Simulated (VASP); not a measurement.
# Na3La (P6_3/mmc) in VASP: single point with r2SCAN

Aim: the single point of Na3La with r2SCAN.

Program: VASP 6.6.1. These are calculated values, not measurements. Logs are shortened: lines on timing, memory, paths and dates and some standing lists are left out, and cuts for length are marked.

### Step 1. The structure

Symmetry: P6_3/mmc, No. 194, hexagonal system. Conventional cell: a = 7.538 Å, b = 7.538 Å, c = 5.897 Å, α = 90.00°, β = 90.00°, γ = 120.00°. Na (site symmetry mm2) has 8 Na at 3.62 to 3.92 Å and 4 La at 3.72 to 3.77 Å as nearest neighbours. La (site symmetry -6m2) has 12 Na at 3.72 to 3.77 Å as nearest neighbours.

The cell comes from a database or a generator and needn't be the stable form of this composition.

### Step 2. Single point, r2SCAN

POSCAR

```
Na3La
1.0
    7.5383742700      0.0000000000      0.0000000000
   -3.7691871300      6.5284236200      0.0000000000
    0.0000000000      0.0000000000      5.8973180000
Na La
6 2
Direct
    0.1601870000      0.3203740000      0.2500000000
    0.1601870000      0.8398130000      0.2500000000
    0.6796260000      0.8398130000      0.2500000000
    0.8398130000      0.6796260000      0.7500000000
    0.8398130000      0.1601870000      0.7500000000
    0.3203740000      0.1601870000      0.7500000000
    0.3333333333      0.6666666667      0.7500000000
    0.6666666667      0.3333333333      0.2500000000
```

INCAR.step1

```
ALGO     = Normal         # electronic algorithm
EDIFF    = 1E-4           # SCF threshold, eV
ENCUT    = 520            # plane-wave cutoff, eV
GGA      = PE             # functional
ISMEAR   = -1             # smearing method
LASPH    = True           # aspherical terms in the spheres
LCHARG   = False          # write CHGCAR
LREAL    = False          # projectors in reciprocal space
LWAVE    = True           # write WAVECAR
NBANDS   = 42             # bands
NELM     = 100            # most SCF steps
PREC     = Accurate       # precision mode
SIGMA    = 0.1            # smearing width, eV
```

INCAR.step2

```
ALGO     = Normal         # electronic algorithm
EDIFF    = 1E-7           # SCF threshold, eV
ENCUT    = 520            # plane-wave cutoff, eV
ISIF     = 2              # what is computed and relaxed
ISMEAR   = -1             # smearing method
ISTART   = 1            
LASPH    = True           # aspherical terms in the spheres
LCHARG   = True           # write CHGCAR
LELF     = True           # ELF
LMIXTAU  = True         
LREAL    = False          # projectors in reciprocal space
LVHAR    = True         
LWAVE    = False          # write WAVECAR
METAGGA  = R2SCAN         # meta-GGA
NBANDS   = 42             # bands
NELM     = 100            # most SCF steps
PREC     = Accurate       # precision mode
SIGMA    = 0.1            # smearing width, eV
```

KPOINTS

```
k-points
0
Gamma
  4 4 4
```

Potentials or basis: VASP PAW PBE potentials, release 64 (Na_pv, La).

Run with:

```
$ cat potpaw_PBE.64/Na_pv/POTCAR potpaw_PBE.64/La/POTCAR > POTCAR
$ cp INCAR.step1 INCAR
$ mpirun -np 1 vasp_std > vasp.out
$ cp INCAR.step2 INCAR
$ mpirun -np 1 vasp_std > vasp.out
```

OUTCAR:

```text
EDIFF = 1E-7
   ENCUT = 520
   ISIF = 2
   ISMEAR = -1
   ISTART = 1
   LASPH = True
   LREAL = False
   METAGGA = R2SCAN
   NELM = 100
   PREC = Accurate

 ion  position               nearest neighbor table
   1  0.160  0.320  0.250-
   2  0.160  0.840  0.250-
   3  0.680  0.840  0.250-
   4  0.840  0.680  0.750-
   5  0.840  0.160  0.750-
   6  0.320  0.160  0.750-
   7  0.333  0.667  0.750-
   8  0.667  0.333  0.250-

  LATTYP: Found a hexagonal cell.
 ALAT       =     7.5383742700
 C/A-ratio  =     0.7823063420

  Lattice vectors:

 A1 = (   7.5383742700,   0.0000000000,   0.0000000000)
 A2 = (  -3.7691871300,   6.5284236200,   0.0000000000)
 A3 = (   0.0000000000,   0.0000000000,   5.8973180000)

Analysis of symmetry for initial positions (statically):
=====================================================================
 Subroutine PRICEL returns:
 Original cell was already a primitive cell.

 Routine SETGRP: Setting up the symmetry group for a
 hexagonal supercell.

 Subroutine GETGRP returns: Found 24 space group operations
 (whereof 12 operations were pure point group operations)
 out of a pool of 24 trial point group operations.

The static configuration has the point symmetry D_3d.
 The point group associated with its full space group is D_6h.

Analysis of symmetry for dynamics (positions and initial velocities):
=====================================================================
 Subroutine PRICEL returns:
 Original cell was already a primitive cell.

 Routine SETGRP: Setting up the symmetry group for a
 hexagonal supercell.

 Subroutine GETGRP returns: Found 24 space group operations
 (whereof 12 operations were pure point group operations)
 out of a pool of 24 trial point group operations.

The dynamic configuration has the point symmetry D_3d.
 The point group associated with its full space group is D_6h.

 Subroutine INISYM returns: Found 24 space group operations
 (whereof 12 operations are pure point group operations),
 and found     1 'primitive' translations

----------------------------------------------------------------------------------------

                                     Primitive cell

  volume of cell :     290.2288

  direct lattice vectors                    reciprocal lattice vectors
     7.538374270  0.000000000  0.000000000     0.132654597  0.076588167  0.000000000
    -3.769187130  6.528423620  0.000000000     0.000000000  0.153176334  0.000000000
     0.000000000  0.000000000  5.897318000     0.000000000  0.000000000  0.169568607

  length of vectors
     7.538374270  7.538374267  5.897318000     0.153176334  0.153176334  0.169568607

  position of ions in fractional coordinates (direct lattice)
     0.160187000  0.320374000  0.250000000
     0.160187000  0.839813000  0.250000000
     0.679626000  0.839813000  0.250000000
     0.839813000  0.679626000  0.750000000
     0.839813000  0.160187000  0.750000000
     0.320374000  0.160187000  0.750000000
     0.333333333  0.666666667  0.750000000
     0.666666667  0.333333333  0.250000000

  ion indices of the primitive-cell ions
   primitive index   ion index
                 1           1
                 2           2
                 3           3
                 4           4
                 5           5
                 6           6
                 7           7
                 8           8

----------------------------------------------------------------------------------------

 KPOINTS: k-points

Automatic generation of k-mesh.
 Grid dimensions read from file:
 generate k-points for:    4    4    4

 Generating k-lattice:

  Cartesian coordinates                     Fractional coordinates (reciprocal lattice)
     0.033163649  0.019147042  0.000000000     0.250000000  0.000000000  0.000000000
     0.000000000  0.038294084  0.000000000     0.000000000  0.250000000  0.000000000
     0.000000000  0.000000000  0.042392152     0.000000000  0.000000000  0.250000000

  Length of vectors
     0.038294084  0.038294084  0.042392152

  Shift w.r.t. Gamma in fractional coordinates (k-lattice)
     0.000000000  0.000000000  0.000000000

 Subroutine IBZKPT returns following result:
 ===========================================

 Found     12 irreducible k-points:

 Following reciprocal coordinates:
            Coordinates               Weight
  0.000000  0.000000  0.000000      1.000000
  0.250000 -0.000000  0.000000      6.000000
  0.500000 -0.000000  0.000000      3.000000
  0.250000  0.250000  0.000000      6.000000
  0.000000  0.000000  0.250000      2.000000
  0.250000 -0.000000  0.250000     12.000000
  0.500000 -0.000000  0.250000      6.000000
  0.250000  0.250000  0.250000     12.000000
  0.000000  0.000000  0.500000      1.000000
  0.250000 -0.000000  0.500000      6.000000
  0.500000 -0.000000  0.500000      3.000000
  0.250000  0.250000  0.500000      6.000000
   k-points           NKPTS =     12   k-points in BZ     NKDIM =     12   number of bands    NBANDS=     42
   number of dos      NEDOS =    301   number of ions     NIONS =      8
   total plane-waves  NPLWV = 150528
   dimension x,y,z NGX =    56 NGY =   56 NGZ =   48
   dimension x,y,z NGXF=   112 NGYF=  112 NGZF=   96
   ions per type =               6   2
   NGX,Y,Z   is equivalent  to a cutoff of  12.35, 12.35, 13.53 a.u.
   NGXF,Y,Z  is equivalent  to a cutoff of  24.70, 24.70, 27.06 a.u.
 SYSTEM =  unknown system
   PREC   = accura    normal or accurate (medium, high low for compatibility)
   ISTART =      1    job   : 0-new  1-cont  2-samecut
   ICHARG =      0    charge: 1-file 2-atom 10-const
   ISPIN  =      1    spin polarized calculation?
   LNONCOLLINEAR =      F non collinear calculations
   LSORBIT =      F    spin-orbit coupling
   LASPH  =      T    aspherical Exc in radial PAW
   ENCUT  =  520.0 eV  38.22 Ry    6.18 a.u.  14.02 14.02 10.97*2*pi/ulx,y,z
   NELM   =    100;   NELMIN=  2; NELMDL=  0     # of ELM steps
   EDIFF  = 0.1E-06   stopping-criterion for ELM
   LREAL  =      F    real-space projection
   EDIFFG = 0.1E-05   stopping-criterion for IOM
   NSW    =      0    number of steps for IOM
   IBRION =     -1    ionic relax: 0-MD 1-quasi-New 2-CG
   NFREE  =      0    steps in history (QN), initial steepest desc. (CG)
   ISIF   =      2    stress and relaxation
   ISYM   =      2    0-nonsym 1-usesym 2-fastsym
   POTIM  = 0.5000    time-step for ionic-motion
   TEBEG  =    0.0;   TEEND  =   0.0 temperature during run
   PSTRESS=    0.0 pullay stress
   NELECT =      64.0000    total number of electrons
   NUPDOWN=      -1.0000    fix difference up-down
   EMIN   =  10.00;   EMAX   =-10.00  energy-range for DOS
   EFERMI =   0.00;   METHOD = LEGACY
   ISMEAR =    -1;   SIGMA  =   0.10  broadening in eV -4-tet -1-fermi 0-gaus
   EFERMI_NEDOS =   21; number of points for ismear=-14 and -15
   IALGO  =     38    algorithm
   IMIX   =      4    mixing-type and parameters
     AMIX     =   0.40;   BMIX     =  1.00
     AMIX_MAG =   1.60;   BMIX_MAG =  1.00
  volume/ion in A,a.u.               =      36.28       244.82
  Fermi-wavevector in a.u.,A,eV,Ry     =   0.989057  1.869047 13.309677  0.978234
  Thomas-Fermi vector in A             =   2.120628
   LORBIT       =      0    0 simple, 1 ext, 2 COOP (PROOUT), +10 PAW based schemes
   METAGGA = R2SCAN    functional components
   LHFCALC =     F    Hartree Fock is set to
   AEXX    =    0.0000 exact exchange contribution
   IVDW    =     0    specifies the selected vdW correction
   LEPSILON=     F    determine dielectric tensor
   LRPA    =     F    only Hartree local field effects (RPA)
 non-spin polarized calculation
  energy-cutoff  :      520.00
  volume of cell :      290.23
 maximum number of plane-waves:      7840
   NGX = 29   NGY = 29   NGZ = 21

 number of electron      63.9999961 magnetization

 Free energy of the ion-electron system (eV)
  ---------------------------------------------------
  ext. energy  EPLUGINS =         0.00000000
  ---------------------------------------------------
  free energy    TOTEN  =       -78.61979127 eV

  energy without entropy =      -78.34476351  energy(sigma->0) =      -78.48227739

 E-fermi :   2.2924     XC(G=0):  -7.9549

 val. band max:        2.2518827021   @ k =   0.5000  -0.0000   0.2500
 cond. band min:       2.2984978806   @ k =   0.2500   0.2500   0.0000
 fundamental gap:      0.0466151784
 Fermi energy:         2.2923796094

 k-point     1 :       0.0000    0.0000    0.0000
  band No.  band energies     occupation
      1     -32.9797      2.00000
      2     -32.9776      2.00000
      3     -23.0704      2.00000
      4     -23.0667      2.00000
      5     -23.0581      2.00000
      6     -23.0575      2.00000
[... 34 lines left out ...]
     41       3.1825      0.00027
     42       3.1869      0.00026

 k-point     2 :       0.2500   -0.0000    0.0000
  band No.  band energies     occupation
      1     -32.9795      2.00000
      2     -32.9779      2.00000
      3     -23.0698      2.00000
      4     -23.0642      2.00000
      5     -23.0581      2.00000
      6     -23.0575      2.00000
[... 34 lines left out ...]
     41       3.1857      0.00026
     42       3.1937      0.00024

 k-point     3 :       0.5000   -0.0000    0.0000
  band No.  band energies     occupation
      1     -32.9790      2.00000
      2     -32.9783      2.00000
      3     -23.0691      2.00000
      4     -23.0611      2.00000
      5     -23.0588      2.00000
      6     -23.0576      2.00000
[... 357 lines left out ...]
      4     -23.0635      2.00000
      5     -23.0602      2.00000
      6     -23.0602      2.00000
[... 34 lines left out ...]
     41       3.2058      0.00022
     42       3.2080      0.00021

 k-point    12 :       0.2500    0.2500    0.5000
  band No.  band energies     occupation
      1     -32.9786      2.00000
      2     -32.9786      2.00000
      3     -23.0623      2.00000
      4     -23.0623      2.00000
      5     -23.0616      2.00000
      6     -23.0616      2.00000
[... 34 lines left out ...]
     41       3.2003      0.00023
     42       3.2032      0.00022

------------------------ aborting loop because EDIFF is reached ----------------------------------------

  FORCE on cell =-STRESS in cart. coord.  units (eV):
  Direction    XX          YY          ZZ          XY          YZ          ZX
  --------------------------------------------------------------------------------------
  -------------------------------------------------------------------------------------
  Total        0.4893010      0.4893010      0.6309137      0.0000000      0.0000000      0.0000000
  in kB        2.7011339      2.7011339      3.4828916      0.0000000      0.0000000      0.0000000
  external PRESSURE =       2.9617198 kB  Pullay stress =       0.0000000 kB

 VOLUME and BASIS-vectors are now :
 -----------------------------------------------------------------------------
  energy-cutoff  :      520.00
  volume of cell :      290.23
      direct lattice vectors                 reciprocal lattice vectors
     7.538374270  0.000000000  0.000000000     0.132654597  0.076588167  0.000000000
    -3.769187130  6.528423620  0.000000000     0.000000000  0.153176334  0.000000000
     0.000000000  0.000000000  5.897318000     0.000000000  0.000000000  0.169568607

 POSITION                                       TOTAL-FORCE (eV/Angst)
 -----------------------------------------------------------------------------------
      0.00000      2.09154      1.47433         0.000000      0.005479     -0.000000
     -1.95786      5.48266      1.47433         0.004745     -0.002739      0.000000
      1.95786      5.48266      1.47433        -0.004745     -0.002739      0.000000
      3.76919      4.43689      4.42299        -0.000000     -0.005479      0.000000
      5.72705      1.04577      4.42299        -0.004745      0.002739     -0.000000
      1.81132      1.04577      4.42299         0.004745      0.002739     -0.000000
      0.00000      4.35228      4.42299        -0.000000     -0.000000      0.000000
      3.76919      2.17614      1.47433         0.000000     -0.000000      0.000000
 -----------------------------------------------------------------------------------
    total drift:                               -0.000000      0.000000     -0.000000

  FREE ENERGIE OF THE ION-ELECTRON SYSTEM (eV)
  ---------------------------------------------------
  free  energy   TOTEN  =       -78.6197912748 eV

  energy  without entropy=      -78.3447635066  energy(sigma->0) =      -78.48227739
```

Wall time 22 min (1 thread of Intel Xeon Platinum 8488C (Sapphire Rapids), shared host); peak memory 0.47 GiB.

What came out:

| Quantity | Value |
| --- | --- |
| Free energy | -78.6198 eV |
| Pressure | 0.3 GPa |
| Largest force | 0.005 eV/Å |
| Band gap on the k mesh | none (metal or under the smearing width) |

Forces on the atoms (eV/Å):
```
Na   0.000  0.005  0.000
Na   0.005 -0.003  0.000
Na  -0.005 -0.003  0.000
Na   0.000 -0.005  0.000
Na  -0.005  0.003  0.000
Na   0.005  0.003  0.000
La   0.000  0.000  0.000
La   0.000  0.000  0.000
```

Caveat: the PAW data sets were made with another functional, which shifts forces and pressure a little. Spin-orbit coupling is left out, which matters for the levels of La.
